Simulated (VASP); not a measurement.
VASP ran on this input.

File POSCAR:
```
Cd
1.0
  1.4409388983  -2.4957798206   0.0000000000
  1.4409388983   2.4957798206   0.0000000000
  0.0000000000   0.0000000000   4.9980609568
Cd
2
Cart
  1.4409388983   0.8319282707   1.2495152392
  1.4409388983  -0.8319282707   3.7485457176
```

### KPOINTS
```
Automatic mesh
0
G
14 14 7
```

**INCAR**
```
LCHARG=.False.
LASPH=.True.
ISMEAR=1   # Methfessel-Paxton
PSTRESS=200   # kbar
PREC=Accurate
LREAL=.False.   # projection in real space or not
EDIFF=1E-6
SIGMA=0.1
ALGO=Normal   # blocked Davidson
LWAVE=.False.
ENCUT=500   # plane-wave cut-off (eV)
NELM=100   # most electronic steps
NSW=40   # most ionic steps
IBRION=2   # conjugate gradients
LMAXMIX=4
EDIFFG=-0.02   # ionic stop
ISIF=3   # ions, shape and volume
SYSTEM=Cd
```

POTCAR, in this order: Cd (LDA.64 set). Program: vasp_std.

Write an equivalent input for Quantum ESPRESSO's pw.x.

One equivalent input (not run):
```
&CONTROL
  calculation = 'vc-relax'
  pseudo_dir = './pseudo'
  outdir = './out'
  tprnfor = .true.
  tstress = .true.
  nstep = 40
  forc_conv_thr = 0.00078
/
&SYSTEM
  ibrav = 0
  nat = 2
  ntyp = 1
  ecutwfc = 102
  occupations = 'smearing'
  smearing = 'methfessel-paxton'
  degauss = 0.00735
  input_dft = 'pz'
/
&ELECTRONS
  conv_thr = 7.3e-08
  electron_maxstep = 100
/
&IONS
/
&CELL
  press = 200
/
ATOMIC_SPECIES
  Cd 112.414 Cd.upf
CELL_PARAMETERS angstrom
     1.4409389   -2.4957798    0.0000000
     1.4409389    2.4957798    0.0000000
     0.0000000    0.0000000    4.9980610
ATOMIC_POSITIONS crystal
  Cd   0.3333330  0.6666670  0.2500000
  Cd   0.6666670  0.3333330  0.7500000
K_POINTS automatic
  14 14 7 0 0 0
```
What does not carry over: the potentials are each code's own (VASP's PAW set, PseudoDojo norm-conserving files in pw.x), so ENCUT and ecutwfc are chosen apart and not converted; conv_thr bounds pw.x's estimated SCF error, while EDIFF bounds the energy change between steps; forc_conv_thr acts on force components and is met together with etot_conv_thr.

The compound is Cd in the hcp structure. This run relaxes it under an external pressure of 20 GPa. Symmetry was kept, so distortions that lower it aren't found.
